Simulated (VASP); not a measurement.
Here is the system:

```
CELL_PARAMETERS angstrom
      0.00000     3.51958     3.51958
      3.51958     0.00000     3.51958
      3.51958     3.51958     0.00000
ATOMIC_POSITIONS crystal
  Sr 0.00000 0.00000 0.00000
  Cl 0.25000 0.25000 0.25000
  Cl 0.75000 0.75000 0.75000
```

The numbers are results of PBE GGA, VASP's PBE PAW potentials (set 64) (plane waves; VASP 6.6.1), not measurements. Numerical set-up: 400 eV cut-off, 6×6×6 Γ-centred mesh, Gaussian smearing of 0.010 eV, potentials Sr_sv Cl.

Give the electronic dielectric tensor ε∞ (DFPT, local fields included).

```
2.89  0.00  0.00
0.00  2.89  0.00
0.00  0.00  2.89
```

Give the Born effective charges.

```csv
atom,Z*xx,Z*yy,Z*zz,mean
Sr1,2.50,2.50,2.50,2.50
Cl2,-1.25,-1.25,-1.25,-1.25
Cl3,-1.25,-1.25,-1.25,-1.25
```

The compound is SrCl2 in the fluorite structure. It was relaxed first.
